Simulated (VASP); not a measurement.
# GW on AlN, part 4 of 4

How does the gap of AlN change from the starting functional to GW? The cell is of the zinc-blende type, one of the forms listed for this formula. The start is a computed cell from the Materials Project.

VASP 6.6.1, plane waves and PAW; the level of theory is named at each step.

So far, quasiparticle gap on the mesh (eV): step 4 (G0W0, ENCUTGW 80, bands in the sums 40) 4.29; step 6 (G0W0, ENCUTGW 100, bands in the sums 48) 4.38; step 8 (G0W0, ENCUTGW 120, bands in the sums 64) 4.47; step 10 (G0W0, ENCUTGW 145, bands in the sums 88) 4.56; step 12 (G0W0, ENCUTGW 170, bands in the sums 112) 4.62.

**14. G0W0, ENCUTGW 200, bands in the sums 136**

This step: G0W0 on PBE; plane waves and PAW (Al_GW, N_GW) (VASP 6.6.1).

ENCUTGW rises to 200 eV and the bands with it, to about the number of plane waves under that cutoff.

Contents of INCAR:

```
SYSTEM = AlN
PREC = Accurate
ENCUT = 450
ISMEAR = 0
SIGMA = 0.01
LREAL = .FALSE.
GGA = PE
NBANDS = 136
ALGO = EVGW0
NELMGW = 1
ENCUTGW = 200
NOMEGA = 64
PRECFOCK = Fast
NBANDSGW = 16
LWAVE = .FALSE.
LCHARG = .FALSE.
```

Contents of POSCAR:

```
AlN
1.0
    0.0000000000      2.1839935596      2.1839935596
    2.1839935596      0.0000000000      2.1839935596
    2.1839935596      2.1839935596      0.0000000000
Al N
1 1
Direct
    0.0000000000      0.0000000000      0.0000000000
    0.2500000000      0.2500000000      0.2500000000
```

Contents of KPOINTS:

```
Automatic mesh
0
Gamma
4 4 4
0 0 0
```

The projector-augmented-wave data sets are Al_GW and N_GW (PBE family, release 64).

On the command line:

```
$ mpirun -np 8 vasp_std
```

What it wrote:

```text
[banner, memory and clock lines left out]
running    8 mpi-ranks, on    1 nodes
[...]
[... a notice as in an earlier step ...]

|                                                                             |
|           W    W    AA    RRRRR   N    N  II  N    N   GGGG   !!!           |
|           W    W   A  A   R    R  NN   N  II  NN   N  G    G  !!!           |
|           W    W  A    A  R    R  N N  N  II  N N  N  G       !!!           |
|           W WW W  AAAAAA  RRRRR   N  N N  II  N  N N  G  GGG   !            |
|           WW  WW  A    A  R   R   N   NN  II  N   NN  G    G                |
|           W    W  A    A  R    R  N    N  II  N    N   GGGG   !!!           |
|                                                                             |
|     The default for ENCUTGWSOFT is different in this version of VASP.       |
|     please manually set ENCUTGWSOFT =200 in the INCAR file.                 |
|                                                                             |

[...]
total number of BLAS operations         78.40 Gflops
NQ=   4    0.2500    0.2500    0.0000,
|.........|.........|.........|.........|.........|.........|.........|.........
 performed        739000 updates of chi_q(r,r)
 total number of BLAS operations        110.14 Gflops
NQ=   5    0.5000    0.2500    0.0000,
|.........|.........|.........|.........|.........|.........|.........|.........
 performed       1059000 updates of chi_q(r,r)
 total number of BLAS operations        154.74 Gflops
NQ=   6   -0.2500    0.2500    0.0000,
|.........|.........|.........|.........|.........|.........|.........|.........
 performed       1344000 updates of chi_q(r,r)
 total number of BLAS operations        195.71 Gflops
NQ=   7    0.5000    0.5000    0.0000,
|.........|.........|.........|.........|.........|.........|.........|.........
 performed       1507000 updates of chi_q(r,r)
 total number of BLAS operations        216.45 Gflops
NQ=   8   -0.2500    0.5000    0.2500,
|.........|.........|.........|.........|.........|.........|.........|.........
 performed       1722000 updates of chi_q(r,r)
 total number of BLAS operations        252.21 Gflops
 resolving degeneracies of screened two electron integrals

 calculate QP shifts <psi_nk| G(iteration)W_0 |psi_nk>: iteration 1
 entering main loop
[key lines of the parts left out:]
E-fermi :   6.6261
```

It took 15 s on 8 MPI ranks of AMD EPYC 7R43, shared host; peak memory 1 GiB; 1.9 min of CPU time.

OUTCAR, selected parts (step 14):

```text
 QP shifts <psi_nk| G(iteration)W_0 |psi_nk>: iteration 1
 for sc-GW calculations column KS-energies equals QP-energies in previous step
 and V_xc(KS)=  KS-energies - (<T + V_ion + V_H > + <T+V_H+V_ion>^1  + <V_x>^1)
 k-point   1 :       0.0000    0.0000    0.0000
  band No.  KS-energies  QP-energies   sigma(KS)   V_xc(KS)     V^pw_x(r,r')   Z            occupation Imag(sigma)
      1     -10.0154     -11.5105     -16.9722     -14.7867     -24.7606       0.6841       2.0000       1.1859
      2       4.9809       3.9788     -18.0558     -16.7580     -20.9026       0.7722       2.0000       0.0539
      3       4.9809       3.9788     -18.0558     -16.7580     -20.9026       0.7722       2.0000       0.0539
      4       4.9809       3.9788     -18.0558     -16.7580     -20.9026       0.7722       2.0000       0.0539
      5       9.1564       9.7896     -11.7159     -12.5015      -7.6621       0.8060       0.0000      -0.0608
      6      17.5052      18.3816      -9.1756     -10.2705      -4.0131       0.8004       0.0000      -0.0977
      7      17.5052      18.3816      -9.1756     -10.2705      -4.0131       0.8004       0.0000      -0.0977
      8      17.5052      18.3816      -9.1756     -10.2705      -4.0131       0.8004       0.0000      -0.0977
    ...

[... 1 part as in an earlier step ...]

[... 2 further parts left out ...]
[key lines of the parts left out:]
E-fermi :   6.6261
```

The gap is now 4.673 eV, +55 meV against the GW run before.

**15. Empty bands**

This step: PBE; plane waves and PAW (Al_GW, N_GW) (VASP 6.6.1).

The empty bands are made again, for the run that follows.

Contents of INCAR:

```
SYSTEM = AlN
PREC = Accurate
ENCUT = 450
ISMEAR = 0
SIGMA = 0.01
LREAL = .FALSE.
GGA = PE
NBANDS = 168
ALGO = Exact
NELM = 1
LWAVE = .TRUE.
LCHARG = .FALSE.
LOPTICS = .TRUE.
NEDOS = 1000
CSHIFT = 0.1
```

POSCAR is that of step 14.

KPOINTS is that of step 14.

On the command line:

```
$ mpirun -np 8 vasp_std
```

What it wrote:

```text
[banner, memory and clock lines left out]
running    8 mpi-ranks, on    1 nodes
[...]
[... a notice as in an earlier step ...]

 LDA part: xc-table for (Slater+PW92), standard interpolation
 found WAVECAR, reading the header
  number of bands has changed, file:    10 present:   168
  trying to continue reading WAVECAR, but it might fail
 POSCAR, INCAR and KPOINTS ok, starting setup
[...]
reading WAVECAR
 random initialization beyond band           10
 the WAVECAR file was read successfully
 initial charge from wavefunction
 entering main loop
       N       E                     dE             d eps       ncg     rms          rms(c)
DIA:   1    -0.148251867537E+02   -0.14825E+02    0.00000E+00     0   0.000E+00
   1 F= -.14825187E+02 E0= -.14825187E+02  d E =-.266265-128
 writing wavefunctions
 optical routines
 imaginary and real dielectric function
 recalculating local potential from charge density
 direction            1
 direction            2
 direction            3
```

The job ended after 2.2 s (8 MPI ranks; peak memory 0.63 GiB).

From OUTCAR (step 15):

```text
  FREE ENERGIE OF THE ION-ELECTRON SYSTEM (eV)
  ---------------------------------------------------
  free  energy   TOTEN  =       -14.8251867537 eV

  energy  without entropy=      -14.8251867537  energy(sigma->0) =      -14.82518675

[... 3 parts as in an earlier step ...]

[... 2 further parts left out ...]
[key lines of the parts left out:]
E-fermi :   5.1505
```

WAVECAR now holds 168 bands for 8 electrons.

**16. G0W0, ENCUTGW 230, bands in the sums 168**

This step: G0W0 on PBE; plane waves and PAW (Al_GW, N_GW) (VASP 6.6.1).

ENCUTGW rises to 230 eV and the bands with it, to about the number of plane waves under that cutoff.

Contents of INCAR:

```
SYSTEM = AlN
PREC = Accurate
ENCUT = 450
ISMEAR = 0
SIGMA = 0.01
LREAL = .FALSE.
GGA = PE
NBANDS = 168
ALGO = EVGW0
NELMGW = 1
ENCUTGW = 230
NOMEGA = 64
PRECFOCK = Fast
NBANDSGW = 16
LWAVE = .FALSE.
LCHARG = .FALSE.
```

POSCAR is that of step 15.

KPOINTS is that of step 15.

On the command line:

```
$ mpirun -np 8 vasp_std
```

What it wrote:

```text
[banner, memory and clock lines left out]
running    8 mpi-ranks, on    1 nodes
[...]
[... a notice as in an earlier step ...]

|                                                                             |
|           W    W    AA    RRRRR   N    N  II  N    N   GGGG   !!!           |
|           W    W   A  A   R    R  NN   N  II  NN   N  G    G  !!!           |
|           W    W  A    A  R    R  N N  N  II  N N  N  G       !!!           |
|           W WW W  AAAAAA  RRRRR   N  N N  II  N  N N  G  GGG   !            |
|           WW  WW  A    A  R   R   N   NN  II  N   NN  G    G                |
|           W    W  A    A  R    R  N    N  II  N    N   GGGG   !!!           |
|                                                                             |
|     The default for ENCUTGWSOFT is different in this version of VASP.       |
|     please manually set ENCUTGWSOFT =230 in the INCAR file.                 |
|                                                                             |

[...]
total number of BLAS operations        140.22 Gflops
NQ=   4    0.2500    0.2500    0.0000,
|.........|.........|.........|.........|.........|.........|.........|.........
 performed        914000 updates of chi_q(r,r)
 total number of BLAS operations        200.66 Gflops
NQ=   5    0.5000    0.2500    0.0000,
|.........|.........|.........|.........|.........|.........|.........|.........
 performed       1309000 updates of chi_q(r,r)
 total number of BLAS operations        285.82 Gflops
NQ=   6   -0.2500    0.2500    0.0000,
|.........|.........|.........|.........|.........|.........|.........|.........
 performed       1661000 updates of chi_q(r,r)
 total number of BLAS operations        361.73 Gflops
NQ=   7    0.5000    0.5000    0.0000,
|.........|.........|.........|.........|.........|.........|.........|.........
 performed       1863000 updates of chi_q(r,r)
 total number of BLAS operations        410.71 Gflops
NQ=   8   -0.2500    0.5000    0.2500,
|.........|.........|.........|.........|.........|.........|.........|.........
 performed       2129000 updates of chi_q(r,r)
 total number of BLAS operations        462.64 Gflops
 resolving degeneracies of screened two electron integrals

 calculate QP shifts <psi_nk| G(iteration)W_0 |psi_nk>: iteration 1
 entering main loop
[key lines of the parts left out:]
E-fermi :   6.6261
```

Run time: 17 s. Hardware: 8 MPI ranks; peak memory 1.1 GiB.

From OUTCAR (step 16):

```text
 QP shifts <psi_nk| G(iteration)W_0 |psi_nk>: iteration 1
 for sc-GW calculations column KS-energies equals QP-energies in previous step
 and V_xc(KS)=  KS-energies - (<T + V_ion + V_H > + <T+V_H+V_ion>^1  + <V_x>^1)
 k-point   1 :       0.0000    0.0000    0.0000
  band No.  KS-energies  QP-energies   sigma(KS)   V_xc(KS)     V^pw_x(r,r')   Z            occupation Imag(sigma)
      1     -10.0154     -11.5927     -17.0419     -14.7867     -24.7606       0.6994       2.0000       1.1812
      2       4.9809       3.9162     -18.1324     -16.7580     -20.9026       0.7747       2.0000       0.0409
      3       4.9809       3.9162     -18.1324     -16.7580     -20.9026       0.7747       2.0000       0.0409
      4       4.9809       3.9162     -18.1324     -16.7580     -20.9026       0.7747       2.0000       0.0409
      5       9.1564       9.7412     -11.7692     -12.5015      -7.6621       0.7986       0.0000      -0.0672
      6      17.5052      18.3621      -9.1980     -10.2705      -4.0130       0.7990       0.0000      -0.1022
      7      17.5052      18.3621      -9.1980     -10.2705      -4.0130       0.7990       0.0000      -0.1022
      8      17.5052      18.3621      -9.1980     -10.2705      -4.0130       0.7990       0.0000      -0.1022
    ...

[... 1 part as in an earlier step ...]

[... 2 further parts left out ...]
[key lines of the parts left out:]
E-fermi :   6.6261
```

The gap is now 4.723 eV, +49 meV against the GW run before.

**17. Empty bands**

This step: PBE; plane waves and PAW (Al_GW, N_GW) (VASP 6.6.1).

The empty bands are made again, for the run that follows.

Contents of INCAR:

```
SYSTEM = AlN
PREC = Accurate
ENCUT = 450
ISMEAR = 0
SIGMA = 0.01
LREAL = .FALSE.
GGA = PE
NBANDS = 200
ALGO = Exact
NELM = 1
LWAVE = .TRUE.
LCHARG = .FALSE.
LOPTICS = .TRUE.
NEDOS = 1000
CSHIFT = 0.1
```

POSCAR is that of step 16.

KPOINTS is that of step 16.

On the command line:

```
$ mpirun -np 8 vasp_std
```

What it wrote:

```text
[banner, memory and clock lines left out]
running    8 mpi-ranks, on    1 nodes
[...]
[... a notice as in an earlier step ...]

 LDA part: xc-table for (Slater+PW92), standard interpolation
 found WAVECAR, reading the header
  number of bands has changed, file:    10 present:   200
  trying to continue reading WAVECAR, but it might fail
 POSCAR, INCAR and KPOINTS ok, starting setup
[...]
reading WAVECAR
 random initialization beyond band           10
 the WAVECAR file was read successfully
 initial charge from wavefunction
 entering main loop
       N       E                     dE             d eps       ncg     rms          rms(c)
[... 1 cycle as in an earlier step ...]
   1 F= -.14825187E+02 E0= -.14825187E+02  d E =0.000000E+00
 writing wavefunctions
 optical routines
 imaginary and real dielectric function
 recalculating local potential from charge density
 direction            1
 direction            2
 direction            3
```

Wall time 2 s (8 MPI ranks); peak memory 0.63 GiB.

From OUTCAR (step 17):

```text
[... 5 parts as in an earlier step ...]

[... 2 further parts left out ...]
[key lines of the parts left out:]
E-fermi :   5.2005
```

WAVECAR now holds 200 bands for 8 electrons.

**18. G0W0, ENCUTGW 260, bands in the sums 200**

This step: G0W0 on PBE; plane waves and PAW (Al_GW, N_GW) (VASP 6.6.1).

ENCUTGW rises to 260 eV and the bands with it, to about the number of plane waves under that cutoff.

Contents of INCAR:

```
SYSTEM = AlN
PREC = Accurate
ENCUT = 450
ISMEAR = 0
SIGMA = 0.01
LREAL = .FALSE.
GGA = PE
NBANDS = 200
ALGO = EVGW0
NELMGW = 1
ENCUTGW = 260
NOMEGA = 64
PRECFOCK = Fast
NBANDSGW = 16
LWAVE = .FALSE.
LCHARG = .FALSE.
```

POSCAR is that of step 17.

KPOINTS is that of step 17.

On the command line:

```
$ mpirun -np 8 vasp_std
```

What it wrote:

```text
[banner, memory and clock lines left out]
running    8 mpi-ranks, on    1 nodes
[...]
[... a notice as in an earlier step ...]

|                                                                             |
|           W    W    AA    RRRRR   N    N  II  N    N   GGGG   !!!           |
|           W    W   A  A   R    R  NN   N  II  NN   N  G    G  !!!           |
|           W    W  A    A  R    R  N N  N  II  N N  N  G       !!!           |
|           W WW W  AAAAAA  RRRRR   N  N N  II  N  N N  G  GGG   !            |
|           WW  WW  A    A  R   R   N   NN  II  N   NN  G    G                |
|           W    W  A    A  R    R  N    N  II  N    N   GGGG   !!!           |
|                                                                             |
|     The default for ENCUTGWSOFT is different in this version of VASP.       |
|     please manually set ENCUTGWSOFT =260 in the INCAR file.                 |
|                                                                             |

[...]
total number of BLAS operations        236.91 Gflops
NQ=   4    0.2500    0.2500    0.0000,
|.........|.........|.........|.........|.........|.........|.........|.........
 performed       1090000 updates of chi_q(r,r)
 total number of BLAS operations        344.88 Gflops
NQ=   5    0.5000    0.2500    0.0000,
|.........|.........|.........|.........|.........|.........|.........|.........
 performed       1561000 updates of chi_q(r,r)
 total number of BLAS operations        491.28 Gflops
NQ=   6   -0.2500    0.2500    0.0000,
|.........|.........|.........|.........|.........|.........|.........|.........
 performed       1981000 updates of chi_q(r,r)
 total number of BLAS operations        620.47 Gflops
NQ=   7    0.5000    0.5000    0.0000,
|.........|.........|.........|.........|.........|.........|.........|.........
 performed       2222000 updates of chi_q(r,r)
 total number of BLAS operations        690.11 Gflops
NQ=   8   -0.2500    0.5000    0.2500,
|.........|.........|.........|.........|.........|.........|.........|.........
 performed       2539000 updates of chi_q(r,r)
 total number of BLAS operations        791.85 Gflops
 resolving degeneracies of screened two electron integrals

 calculate QP shifts <psi_nk| G(iteration)W_0 |psi_nk>: iteration 1
 entering main loop
[key lines of the parts left out:]
E-fermi :   6.6261
```

The job ended after 22 s (8 MPI ranks; peak memory 1.3 GiB; 2.8 min of CPU time).

Parts of OUTCAR (step 18):

```text
 QP shifts <psi_nk| G(iteration)W_0 |psi_nk>: iteration 1
 for sc-GW calculations column KS-energies equals QP-energies in previous step
 and V_xc(KS)=  KS-energies - (<T + V_ion + V_H > + <T+V_H+V_ion>^1  + <V_x>^1)
 k-point   1 :       0.0000    0.0000    0.0000
  band No.  KS-energies  QP-energies   sigma(KS)   V_xc(KS)     V^pw_x(r,r')   Z            occupation Imag(sigma)
      1     -10.0154     -11.6301     -17.0942     -14.7867     -24.7606       0.6998       2.0000       1.1757
      2       4.9809       3.8721     -18.1922     -16.7580     -20.9026       0.7731       2.0000       0.0381
      3       4.9809       3.8721     -18.1922     -16.7580     -20.9026       0.7731       2.0000       0.0381
      4       4.9809       3.8721     -18.1922     -16.7580     -20.9026       0.7731       2.0000       0.0381
      5       9.1564       9.7048     -11.8142     -12.5015      -7.6621       0.7978       0.0000      -0.0668
      6      17.5052      18.3482      -9.2147     -10.2705      -4.0130       0.7985       0.0000      -0.1027
      7      17.5052      18.3482      -9.2147     -10.2705      -4.0130       0.7985       0.0000      -0.1027
      8      17.5052      18.3482      -9.2147     -10.2705      -4.0130       0.7985       0.0000      -0.1027
    ...

[... 1 part as in an earlier step ...]

[... 2 further parts left out ...]
[key lines of the parts left out:]
E-fermi :   6.6261
```

The gap is now 4.756 eV, +33 meV against the GW run before.

**19. Summary**

This step: GW series: G0W0 on PBE; plane waves and PAW (VASP 6.6.1).

No new run; the numbers come from the runs before.

This step gave:

```yaml
gap_extrapolated_to_a_complete_basis: 4.928 eV
direct_gap_extrapolated_to_a_complete_basis: 5.879 eV
```

G0W0 on a 4x4x4 mesh; cost is wall time times ranks on a shared host, with the step that makes the empty bands but not the self-consistent start. G0W0 series:

```csv
response cutoff ENCUTGW (eV),bands,quasiparticle gap (eV),direct quasiparticle gap (eV),cost (core minutes)
80,40,4.29,5.503,1.07
100,48,4.385,5.617,1.09
120,64,4.471,5.688,1.17
145,88,4.557,5.747,1.49
170,112,4.618,5.784,1.76
200,136,4.673,5.811,2.24
230,168,4.723,5.825,2.61
260,200,4.756,5.833,3.2
```

**20. Results**

```json
{
 "G0W0 on PBE, 200 bands, ENCUTGW 260 eV, NOMEGA 64, mesh 4×4×4": "3.290 → 4.756 eV",
 "G0W0 on PBE, 40 bands, ENCUTGW 80 eV, NOMEGA 64, mesh 4×4×4": "3.290 → 4.290 eV",
 "gap at a complete basis (linear in ENCUTGW^-3/2)": "4.93 eV"
}
```

**Reading.** G0W0 gives a quasiparticle gap of 4.756 eV on the mesh, 1.47 eV over the PBE gap on the same mesh. On mesh and path the starting valence top lies at Γ, or a path point next to it and level with it, and the conduction bottom at (0.5, 0.5, 0), so the starting gap is indirect. At the starting level the gap on the GW mesh lies within 20 meV of that on the path. The steps of the series move the gap by +95, +86, +86, +61, +55, +49, +33 meV; the last costs 1.2 times the one before. The last step lies outside a tolerance of 30 meV, picked for this account, and the last two together move the gap by +83 meV. Extrapolated from the last three points to a complete basis, the gap is 4.93 eV, +172 meV from the dearest run. The extrapolation removes the error of the response basis alone, at this mesh, ENCUT and data set. On a mesh this coarse the value is a test of cost more than a converged gap. Not tabulated here, as repeats of values shown or as unfit to read for their mesh, reference level or band range: eps2 curves (empty bands); eps1 curves and static values (empty bands); gaps (empty bands).

[Lines on the potential files, build, host, timing and source positions are cut from VASP's logs without a mark.]

[Logs are printed without paths, hosts, clocks, repeated set-up lines and the standing remarks that a program may print on its own settings, such as how far it seeks lower states.]

[Hosts, paths, dates, database ids (printed as entryN), source tags and the programs' standing remarks are cut or masked in the printed files.]

[Pressures printed for these runs are not shown converged in the cutoff: they can be off by several GPa and have the wrong sign.]
